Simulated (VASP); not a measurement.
# TiCl4 in VASP: settings compared

Aim: see how the results for TiCl4 move with the level of theory and the settings. Levels: PBE+D3(BJ)+U, HSE06+D3(BJ), PBE+D3(BJ). Tasks: relaxation of the atoms, single point.

Program: VASP 6.6.1. These are calculated values, not measurements. Logs are shortened: lines on timing, memory, paths and dates and some standing lists are left out, and cuts for length are marked.

## 1. The molecule as given

The cell holds a molecule in a box, 5 atoms: a = 13.000 Å, b = 13.300 Å, c = 13.600 Å, α = 90.00°, β = 90.00°, γ = 90.00°.

## 2. Relaxation of the atoms, PBE+D3(BJ)+U

INCAR reads:

```
ALGO = Fast ; EDIFF = 1E-7
EDIFFG = -0.02 ; ENCUT = 520
GGA = PE ; IBRION = 2
ISIF = 2 ; ISMEAR = 0
IVDW = 12 ; LASPH = True
LCHARG = False ; LDAU = True
LDAUJ = 0 0 ; LDAUL = 2 -1
LDAUPRINT = 1 ; LDAUTYPE = 2
LDAUU = 3 0 ; LMAXMIX = 4
LREAL = False ; LWAVE = False
NELM = 80 ; NSW = 40
PREC = Accurate ; SIGMA = 0.01
```

KPOINTS reads:

```
k-points
0
Gamma
  1 1 1
```

POSCAR reads:

```
TiCl4
1.0
   13.0000000000      0.0000000000      0.0000000000
    0.0000000000     13.3000000000      0.0000000000
    0.0000000000      0.0000000000     13.6000000000
Ti Cl
1 4
Direct
    0.5000000000      0.5000000000      0.5000000000
    0.5963730800      0.5941992500      0.5921213200
    0.5963730800      0.4058007500      0.4078786800
    0.4036269200      0.5941992500      0.4078786800
    0.4036269200      0.4058007500      0.5921213200
```

Potentials or basis: VASP PAW PBE potentials, release 64 (Ti_sv, Cl).

On the command line:

```console
cat potpaw_PBE.64/Ti_sv/POTCAR potpaw_PBE.64/Cl/POTCAR > POTCAR
mpirun -np 1 vasp_gam > vasp.out
```

OUTCAR:

```text
EDIFF = 1E-7
   EDIFFG = -0.02
   ENCUT = 520
   GGA = PE
   IBRION = 2
   ISIF = 2
   ISMEAR = 0
   IVDW = 12
   LASPH = True
   LREAL = False
   NELM = 80
   NSW = 40
   PREC = Accurate
 IVDW          = 12

 ion  position               nearest neighbor table
   1  0.500  0.500  0.500-   2 2.17   3 2.17   4 2.17   5 2.17
   2  0.596  0.594  0.592-   1 2.17
   3  0.596  0.406  0.408-   1 2.17
   4  0.404  0.594  0.408-   1 2.17
   5  0.404  0.406  0.592-   1 2.17

  LATTYP: Found a simple orthorhombic cell.
 ALAT       =    13.0000000000
 B/A-ratio  =     1.0230769231
 C/A-ratio  =     1.0461538462

  Lattice vectors:

 A1 = (  13.0000000000,   0.0000000000,   0.0000000000)
 A2 = (   0.0000000000,  13.3000000000,   0.0000000000)
 A3 = (   0.0000000000,   0.0000000000,  13.6000000000)

Analysis of symmetry for initial positions (statically):
=====================================================================
 Subroutine PRICEL returns:
 Original cell was already a primitive cell.

 Routine SETGRP: Setting up the symmetry group for a
 simple orthorhombic supercell.

 Subroutine GETGRP returns: Found  4 space group operations
 (whereof  4 operations were pure point group operations)
 out of a pool of  8 trial point group operations.

The static configuration has the point symmetry D_2 .

Analysis of symmetry for dynamics (positions and initial velocities):
=====================================================================
 Subroutine PRICEL returns:
 Original cell was already a primitive cell.

 Routine SETGRP: Setting up the symmetry group for a
 simple orthorhombic supercell.

 Subroutine GETGRP returns: Found  4 space group operations
 (whereof  4 operations were pure point group operations)
 out of a pool of  8 trial point group operations.

The dynamic configuration has the point symmetry D_2 .

 Subroutine INISYM returns: Found  4 space group operations
 (whereof  4 operations are pure point group operations),
 and found     1 'primitive' translations

----------------------------------------------------------------------------------------

                                     Primitive cell

  volume of cell :    2351.4400

  direct lattice vectors                    reciprocal lattice vectors
    13.000000000  0.000000000  0.000000000     0.076923077  0.000000000  0.000000000
     0.000000000 13.300000000  0.000000000     0.000000000  0.075187970  0.000000000
     0.000000000  0.000000000 13.600000000     0.000000000  0.000000000  0.073529412

  length of vectors
    13.000000000 13.300000000 13.600000000     0.076923077  0.075187970  0.073529412

  position of ions in fractional coordinates (direct lattice)
     0.500000000  0.500000000  0.500000000
     0.596373080  0.594199250  0.592121320
     0.596373080  0.405800750  0.407878680
     0.403626920  0.594199250  0.407878680
     0.403626920  0.405800750  0.592121320

  ion indices of the primitive-cell ions
   primitive index   ion index
                 1           1
                 2           2
                 3           3
                 4           4
                 5           5

----------------------------------------------------------------------------------------

 KPOINTS: k-points

Automatic generation of k-mesh.
 Grid dimensions read from file:
 generate k-points for:    1    1    1

 Generating k-lattice:

  Cartesian coordinates                     Fractional coordinates (reciprocal lattice)
     0.076923077  0.000000000  0.000000000     1.000000000  0.000000000  0.000000000
     0.000000000  0.075187970  0.000000000     0.000000000  1.000000000  0.000000000
     0.000000000  0.000000000  0.073529412     0.000000000  0.000000000  1.000000000

  Length of vectors
     0.076923077  0.075187970  0.073529412

  Shift w.r.t. Gamma in fractional coordinates (k-lattice)
     0.000000000  0.000000000  0.000000000

 Subroutine IBZKPT returns following result:
 ===========================================

 Found      1 irreducible k-points:

 Following reciprocal coordinates:
            Coordinates               Weight
  0.000000  0.000000  0.000000      1.000000
   k-points           NKPTS =      1   k-points in BZ     NKDIM =      1   number of bands    NBANDS=     24
   number of dos      NEDOS =    301   number of ions     NIONS =      5
   total plane-waves  NPLWV = ******
   dimension x,y,z NGX =    98 NGY =  100 NGZ =  108
   dimension x,y,z NGXF=   196 NGYF=  200 NGZF=  216
   ions per type =               1   4
   NGX,Y,Z   is equivalent  to a cutoff of  12.53, 12.50, 13.20 a.u.
   NGXF,Y,Z  is equivalent  to a cutoff of  25.06, 25.00, 26.40 a.u.
 SYSTEM =  unknown system
   PREC   = accura    normal or accurate (medium, high low for compatibility)
   ISTART =      0    job   : 0-new  1-cont  2-samecut
   ICHARG =      2    charge: 1-file 2-atom 10-const
   ISPIN  =      1    spin polarized calculation?
   LNONCOLLINEAR =      F non collinear calculations
   LSORBIT =      F    spin-orbit coupling
   LASPH  =      T    aspherical Exc in radial PAW
   ENCUT  =  520.0 eV  38.22 Ry    6.18 a.u.  24.17 24.73 25.29*2*pi/ulx,y,z
   NELM   =     80;   NELMIN=  2; NELMDL= -5     # of ELM steps
   EDIFF  = 0.1E-06   stopping-criterion for ELM
   LREAL  =      F    real-space projection
   EDIFFG = -.2E-01   stopping-criterion for IOM
   NSW    =     40    number of steps for IOM
   IBRION =      2    ionic relax: 0-MD 1-quasi-New 2-CG
   NFREE  =      1    steps in history (QN), initial steepest desc. (CG)
   ISIF   =      2    stress and relaxation
   ISYM   =      2    0-nonsym 1-usesym 2-fastsym
   POTIM  = 0.5000    time-step for ionic-motion
   TEBEG  =    0.0;   TEEND  =   0.0 temperature during run
   PSTRESS=    0.0 pullay stress
   NELECT =      40.0000    total number of electrons
   NUPDOWN=      -1.0000    fix difference up-down
   EMIN   =  10.00;   EMAX   =-10.00  energy-range for DOS
   EFERMI =   0.00;   METHOD = LEGACY
   ISMEAR =     0;   SIGMA  =   0.01  broadening in eV -4-tet -1-fermi 0-gaus
   EFERMI_NEDOS =   21; number of points for ismear=-14 and -15
   IALGO  =     68    algorithm
   IMIX   =      4    mixing-type and parameters
     AMIX     =   0.40;   BMIX     =  1.00
     AMIX_MAG =   1.60;   BMIX_MAG =  1.00
  volume/ion in A,a.u.               =     470.29      3173.66
  Fermi-wavevector in a.u.,A,eV,Ry     =   0.421034  0.795638  2.411896  0.177269
  Thomas-Fermi vector in A             =   1.383606
   LORBIT       =      0    0 simple, 1 ext, 2 COOP (PROOUT), +10 PAW based schemes
 LDA+U is selected, type is set to LDAUTYPE =  2
   angular momentum for each species LDAUL =     2   -1
   U (eV)           for each species LDAUU =   3.0  0.0
   J (eV)           for each species LDAUJ =   0.0  0.0
   GGA     = PE    functional components
   LHFCALC =     F    Hartree Fock is set to
   AEXX    =    0.0000 exact exchange contribution
   IVDW    =    12    specifies the selected vdW correction
   LEPSILON=     F    determine dielectric tensor
   LRPA    =     F    only Hartree local field effects (RPA)
 conjugate gradient relaxation of ions
 non-spin polarized calculation
 RMM-DIIS sequential band-by-band and
 Gauss-broadening in eV      SIGMA  =   0.01
  energy-cutoff  :      520.00
  volume of cell :     2351.44
 maximum number of plane-waves:     31662
 NGX is ok and might be reduce to    98
   NGX = 49   NGY = 49   NGZ = 51

--------------------------------------- Ionic step        1  -------------------------------------------

 number of electron      39.9999991 magnetization

 Free energy of the ion-electron system (eV)
  ---------------------------------------------------
  ext. energy  EPLUGINS =         0.00000000
  ---------------------------------------------------
  free energy    TOTEN  =       -20.94777432 eV

  energy without entropy =      -20.94777432  energy(sigma->0) =      -20.94777432

------------------------ aborting loop because EDIFF is reached ----------------------------------------

 Edisp (eV)   -0.23014

 E8    (eV) :    -0.0994

  FORCE on cell =-STRESS in cart. coord.  units (eV):
  Direction    XX          YY          ZZ          XY          YZ          ZX
  --------------------------------------------------------------------------------------
  -------------------------------------------------------------------------------------
  Total       1.64092     1.64204     1.64339     0.00000     0.00000     0.00000
  in kB       1.11806     1.11882     1.11974     0.00000     0.00000     0.00000
  external pressure =        1.12 kB  Pullay stress =        0.00 kB
[... 63 lines left out ...]
  FREE ENERGIE OF THE ION-ELECTRON SYSTEM (eV)
  ---------------------------------------------------
  free  energy   TOTEN  =       -21.2134915804 eV

  energy  without entropy=      -21.2134915804  energy(sigma->0) =      -21.21349158

atom =   1  type =  1  l = 2

 onsite density matrix

spin component  1

  0.2131  0.0000  0.0000  0.0000  0.0000
  0.0000  0.2131  0.0000  0.0000  0.0000
  0.0000  0.0000  0.1136  0.0000  0.0000
  0.0000  0.0000  0.0000  0.2131  0.0000
  0.0000  0.0000  0.0000  0.0000  0.1136

spin component  2

  0.2131  0.0000  0.0000  0.0000  0.0000
  0.0000  0.2131  0.0000  0.0000  0.0000
  0.0000  0.0000  0.1136  0.0000  0.0000
  0.0000  0.0000  0.0000  0.2131  0.0000
  0.0000  0.0000  0.0000  0.0000  0.1136

 occupancies and eigenvectors

  o =  0.1136  v =  0.0000  0.0000  0.4425 -0.0000 -0.8968  0.0000  0.0000  0.0000  0.0000  0.0000      0.0000  0.0000  0.0000  0.0000  0.0000  0.0000  0.0000  0.0000  0.0000  0.0000
  o =  0.1136  v =  0.0000  0.0000  0.0000  0.0000  0.0000  0.0000  0.0000  0.4425 -0.0000 -0.8968      0.0000  0.0000  0.0000  0.0000  0.0000  0.0000  0.0000  0.0000  0.0000  0.0000
  o =  0.1136  v =  0.0000  0.0000  0.8968  0.0000  0.4425  0.0000  0.0000  0.0000  0.0000  0.0000      0.0000  0.0000  0.0000  0.0000  0.0000  0.0000  0.0000  0.0000  0.0000  0.0000
  o =  0.1136  v =  0.0000  0.0000  0.0000  0.0000  0.0000  0.0000  0.0000  0.8968  0.0000  0.4425      0.0000  0.0000  0.0000  0.0000  0.0000  0.0000  0.0000  0.0000  0.0000  0.0000
  o =  0.2131  v =  0.0000  0.0000  0.0000  0.0000  0.0000  1.0000  0.0000  0.0000  0.0000  0.0000      0.0000  0.0000  0.0000  0.0000  0.0000  0.0000  0.0000  0.0000  0.0000  0.0000
  o =  0.2131  v =  1.0000  0.0000  0.0000  0.0000  0.0000  0.0000  0.0000  0.0000  0.0000  0.0000      0.0000  0.0000  0.0000  0.0000  0.0000  0.0000  0.0000  0.0000  0.0000  0.0000
  o =  0.2131  v =  0.0000  0.0000  0.0000  0.0000  0.0000  0.0000  1.0000  0.0000  0.0000  0.0000      0.0000  0.0000  0.0000  0.0000  0.0000  0.0000  0.0000  0.0000  0.0000  0.0000
  o =  0.2131  v =  0.0000  1.0000  0.0000  0.0000  0.0000  0.0000  0.0000  0.0000  0.0000  0.0000      0.0000  0.0000  0.0000  0.0000  0.0000  0.0000  0.0000  0.0000  0.0000  0.0000
  o =  0.2131  v =  0.0000  0.0000  0.0000 -1.0000  0.0000  0.0000  0.0000  0.0000  0.0000  0.0000      0.0000  0.0000  0.0000  0.0000  0.0000  0.0000  0.0000  0.0000  0.0000  0.0000
  o =  0.2131  v =  0.0000  0.0000  0.0000  0.0000  0.0000  0.0000  0.0000  0.0000 -1.0000  0.0000      0.0000  0.0000  0.0000  0.0000  0.0000  0.0000  0.0000  0.0000  0.0000  0.0000

--------------------------------------- Ionic step        3  -------------------------------------------

 number of electron      39.9999989 magnetization

 Free energy of the ion-electron system (eV)
  ---------------------------------------------------
  ext. energy  EPLUGINS =         0.00000000
  ---------------------------------------------------
  free energy    TOTEN  =       -20.98770794 eV

  energy without entropy =      -20.98770794  energy(sigma->0) =      -20.98770794

 E-fermi :  -7.7740     XC(G=0):  -0.8458

 val. band max:       -7.8530782586   @ k =   0.0000   0.0000   0.0000
 cond. band min:      -4.0117854689   @ k =   0.0000   0.0000   0.0000
 fundamental gap:      3.8412927896
 Fermi energy:        -7.7740452637

 k-point     1 :       0.0000    0.0000    0.0000
  band No.  band energies     occupation
      1     -64.5067      2.00000
      2     -40.7125      2.00000
      3     -40.7125      2.00000
      4     -40.7125      2.00000
      5     -20.5735      2.00000
      6     -20.2957      2.00000
[... 52 lines left out ...]
  FREE ENERGIE OF THE ION-ELECTRON SYSTEM (eV)
  ---------------------------------------------------
  free  energy   TOTEN  =       -21.2137991507 eV

  energy  without entropy=      -21.2137991507  energy(sigma->0) =      -21.21379915

 reached required accuracy - stopping structural energy minimisation
```

Run time: 5.8 min. Hardware: 1 thread of Intel Xeon 6975P-C (Granite Rapids), shared host; peak memory 1.5 GiB.

Results:

```
Free energy                     : -21.2138 eV
Energy gained by relaxing       : 7.2 meV/atom
Ionic steps                     : 3
Gap between the frontier levels : 3.84 eV
Dispersion energy per atom      : -0.045 eV
```

The path:
```csv
step,energy change (eV),largest force (eV/Å),pressure (GPa)
1,0.0000,0.5868,0.11
2,-0.0356,0.0519,0.01
3,-0.0359,0.0008,0.00
```

Final structure:
```
Ti Cl
1.0
    13.00000    0.00000    0.00000
     0.00000   13.30000    0.00000
     0.00000    0.00000   13.60000
Ti Cl
1 4
Cartesian
  6.5000 6.6500 6.8000
  7.7709 7.9209 8.0709
  7.7709 5.3791 5.5291
  5.2291 7.9209 5.5291
  5.2291 5.3791 8.0709
```

Eigenvalues of the final occupation matrices:
| site | spin | trace | eigenvalues |
| --- | --- | --- | --- |
| site 1 d | 1 | 0.87 | 0.11 0.11 0.21 0.21 0.21 |
| site 1 d | 2 | 0.87 | 0.11 0.11 0.21 0.21 0.21 |

(Continued in part 2 of 3.)
